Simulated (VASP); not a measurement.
Computed with PBEsol GGA, VASP's PBE PAW potentials (set 64) (plane waves; VASP 6.6.1).

A VASP calculation is set up with these files.

**INCAR**
```
SYSTEM=SrCl2
PREC=Accurate; ENCUT=520; LREAL=.False.
LASPH=.True.
EDIFF=1E-7; NELM=100; ALGO=Normal
LMAXMIX=4
ISMEAR=0; SIGMA=0.05
GGA=PS
ISIF=2
LWAVE=.False.; LCHARG=.False.
```

### KPOINTS
```
K-points
0
gamma
6 6 6
0 0 0
```

POSCAR:
```
SrCl2
4.9897440
  0.0000000000   0.7071068339   0.7071068339
  0.7071068339   0.0000000000   0.7071068339
  0.7071068339   0.7071068339   0.0000000000
Sr Cl
1 2
Cartesian
  0.0000000000   0.0000000000   0.0000000000
  0.3535534169   0.3535534169   0.3535534169
  1.0606602508   1.0606602508   1.0606602508
```

POTCAR, in this order: Sr_sv Cl (PBE.64 set). Program: vasp_std.

What VASP printed:

### OUTCAR
```
 ion  position               nearest neighbor table
   1  0.000  0.000  0.000-   3 3.06   3 3.06   3 3.06   2 3.06   3 3.06   2 3.06   2 3.06   2 3.06
  LATTYP: Found a face centered cubic cell.
 ALAT       =     7.0565641634
 Subroutine PRICEL returns:
 Original cell was already a primitive cell.
 Subroutine GETGRP returns: Found 48 space group operations
The static configuration has the point symmetry O_h .
The dynamic configuration has the point symmetry O_h .
 Subroutine INISYM returns: Found 48 space group operations
 Subroutine IBZKPT returns following result:
 Found     16 irreducible k-points:

 Following reciprocal coordinates:
            Coordinates               Weight
  0.000000  0.000000  0.000000      1.000000
  0.166667  0.000000  0.000000      8.000000
  0.333333  0.000000  0.000000      8.000000
  0.500000  0.000000  0.000000      4.000000
  0.166667  0.166667  0.000000      6.000000
  0.333333  0.166667  0.000000     24.000000
  0.500000  0.166667  0.000000     24.000000
 -0.333333  0.166667  0.000000     24.000000
 -0.166667  0.166667  0.000000     12.000000
  0.333333  0.333333  0.000000      6.000000
  0.500000  0.333333  0.000000     24.000000
 -0.333333  0.333333  0.000000     12.000000
  0.500000  0.500000  0.000000      3.000000
  0.500000  0.333333  0.166667     24.000000
 -0.333333  0.333333  0.166667     24.000000
 -0.333333  0.500000  0.166667     12.000000
   k-points           NKPTS =     16   k-points in BZ     NKDIM =     16   number of bands    NBANDS=     16
   number of dos      NEDOS =    301   number of ions     NIONS =      3
   total plane-waves  NPLWV =  64000
   dimension x,y,z NGX =    40 NGY =   40 NGZ =   40
   dimension x,y,z NGXF=    80 NGYF=   80 NGZF=   80
   ions per type =               1   2
   PREC   = accura    normal or accurate (medium, high low for compatibility)
   ISTART =      0    job   : 0-new  1-cont  2-samecut
   ICHARG =      2    charge: 1-file 2-atom 10-const
...
```

**OSZICAR**
```
       N       E                     dE             d eps       ncg     rms          rms(c)
DAV:   1     0.154952524497E+03    0.15495E+03   -0.11477E+04   512   0.133E+03
DAV:   2    -0.369633209385E+01   -0.15865E+03   -0.15363E+03   696   0.253E+02
DAV:   3    -0.131995780702E+02   -0.95032E+01   -0.94930E+01   672   0.663E+01
DAV:   4    -0.135412566607E+02   -0.34168E+00   -0.34160E+00   912   0.102E+01
DAV:   5    -0.135441578982E+02   -0.29012E-02   -0.29011E-02   704   0.827E-01    0.129E+01
DAV:   6    -0.132996125530E+02    0.24455E+00   -0.65083E-01   720   0.457E+00    0.828E+00
DAV:   7    -0.133040641759E+02   -0.44516E-02   -0.35847E-01   800   0.383E+00    0.163E+00
DAV:   8    -0.133070523753E+02   -0.29882E-02   -0.51385E-02   656   0.133E+00    0.264E-01
DAV:   9    -0.133089880074E+02   -0.19356E-02   -0.21178E-03   736   0.285E-01    0.966E-02
DAV:  10    -0.133102235160E+02   -0.12355E-02   -0.11771E-03   616   0.193E-01    0.322E-02
DAV:  11    -0.133103389948E+02   -0.11548E-03   -0.14529E-04   720   0.613E-02    0.331E-02
DAV:  12    -0.133103511110E+02   -0.12116E-04   -0.18960E-05   656   0.227E-02    0.877E-03
DAV:  13    -0.133103546793E+02   -0.35684E-05   -0.83526E-06   704   0.149E-02    0.355E-03
DAV:  14    -0.133103548411E+02   -0.16178E-06   -0.86057E-07   680   0.536E-03    0.313E-03
DAV:  15    -0.133103548519E+02   -0.10823E-07   -0.33019E-08   576   0.124E-03
   1 F= -.13310355E+02 E0= -.13310355E+02  d E =-.312063E-11
```

OUTCAR:
```
------------------------ aborting loop because EDIFF is reached ----------------------------------------
  FORCE on cell =-STRESS in cart. coord.  units (eV):
  Direction    XX          YY          ZZ          XY          YZ          ZX
  --------------------------------------------------------------------------------------
  Total       -1.0972246     -1.0972246     -1.0972246      0.0000000      0.0000000      0.0000000
  in kB      -20.0118028    -20.0118028    -20.0118028      0.0000000      0.0000000      0.0000000
  external PRESSURE =     -20.0118028 kB  Pullay stress =       0.0000000 kB
  volume of cell :       87.85
      direct lattice vectors                 reciprocal lattice vectors
     0.000000000  3.528282082  3.528282082    -0.141712025  0.141712025  0.141712025
     3.528282082  0.000000000  3.528282082     0.141712025 -0.141712025  0.141712025
     3.528282082  3.528282082  0.000000000     0.141712025  0.141712025 -0.141712025
 POSITION                                       TOTAL-FORCE (eV/Angst)
 -----------------------------------------------------------------------------------
      0.00000      0.00000      0.00000         0.000000      0.000000      0.000000
      1.76414      1.76414      1.76414        -0.000000     -0.000000      0.000000
      5.29242      5.29242      5.29242        -0.000000      0.000000     -0.000000
 -----------------------------------------------------------------------------------
    total drift:                               -0.000000     -0.000000      0.000000
  FREE ENERGIE OF THE ION-ELECTRON SYSTEM (eV)
  ---------------------------------------------------
  free  energy   TOTEN  =       -13.3103548519 eV

  energy  without entropy=      -13.3103548519  energy(sigma->0) =      -13.31035485
```
(Selected blocks of OUTCAR.)

### OUTCAR
```
 val. band max:       -0.1352103442   @ k =   0.5000   0.5000   0.0000

 cond. band min:       4.8751632040   @ k =   0.0000   0.0000   0.0000


 Fermi energy:         0.0807076254

 k-point     1 :       0.0000    0.0000    0.0000
  band No.  band energies     occupation
      1     -33.0487      2.00000
      2     -15.0492      2.00000
      3     -15.0492      2.00000
      4     -15.0492      2.00000
      5     -13.3272      2.00000
      6     -12.5283      2.00000
      7      -2.1874      2.00000
      8      -2.1874      2.00000
      9      -2.1874      2.00000
     10      -0.4654      2.00000
     11      -0.4654      2.00000
     12      -0.4654      2.00000
     13       4.8752      0.00000
     14       5.8531      0.00000
     15       5.8531      0.00000
     16       8.6869      0.00000

 k-point     2 :       0.1667    0.0000    0.0000
  band No.  band energies     occupation
      1     -33.0480      2.00000
      2     -15.1208      2.00000
      3     -15.0523      2.00000
      4     -15.0523      2.00000
      5     -13.1962      2.00000
      6     -12.5817      2.00000
      7      -2.0901      2.00000
      8      -2.0901      2.00000
      9      -2.0137      2.00000
     10      -0.7740      2.00000
     11      -0.6097      2.00000
     12      -0.6097      2.00000
     13       5.4655      0.00000
     14       6.0491      0.00000
     15       6.0491      0.00000
     16       7.6993      0.00000

 k-point     3 :       0.3333    0.0000    0.0000
  band No.  band energies     occupation
      1     -33.0467      2.00000
      2     -15.2388      2.00000
      3     -15.0583      2.00000
      4     -15.0583      2.00000
      5     -12.9931      2.00000
      6     -12.6463      2.00000
      7      -1.8431      2.00000
      8      -1.8431      2.00000
      9      -1.6856      2.00000
     10      -1.2823      2.00000
     11      -0.9309      2.00000
     12      -0.9309      2.00000
     13       6.3550      0.00000
...
```

The compound is SrCl2 in the fluorite structure. This cell is one point of a volume scan, at 1.06 of the reference volume.
